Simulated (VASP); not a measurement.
Here is the system:

```xyz
2
Lattice="0.0000 2.4784 2.5300 2.5289 0.0000 2.5300 2.5289 2.4784 0.0000" Properties=species:S:1:pos:R:3 pbc="T T T"
Gd     0.0000     0.0000     0.0000
N      2.5869     2.4784     2.5300
```

All values below come from PBE GGA, VASP's PBE PAW potentials (set 64) (plane waves; VASP). Numerical set-up: LASPH = .FALSE., 520 eV cut-off, 8×8×8 Γ-centred mesh, Gaussian smearing of 0.050 eV, potentials Gd_3 N.

The 4f electrons are frozen in the core of the lanthanide potential, so 4f levels, which can set the real gap, and their magnetism are missing.

Problem. What does the run give for the energy per atom (σ→0), pressure?

Solution. 
The energy per atom (σ→0) is -779.0 kJ/mol of atoms. The pressure is -3.66 GPa.

Total energies compare only between runs with the same potentials, cut-off and functional.

The compound is GdN in the rock salt structure. The cell was not relaxed at this level, atoms are displaced from their ideal sites. The run is one of a series of settings (LASPH = .FALSE. against the base run), some of them coarse on purpose.
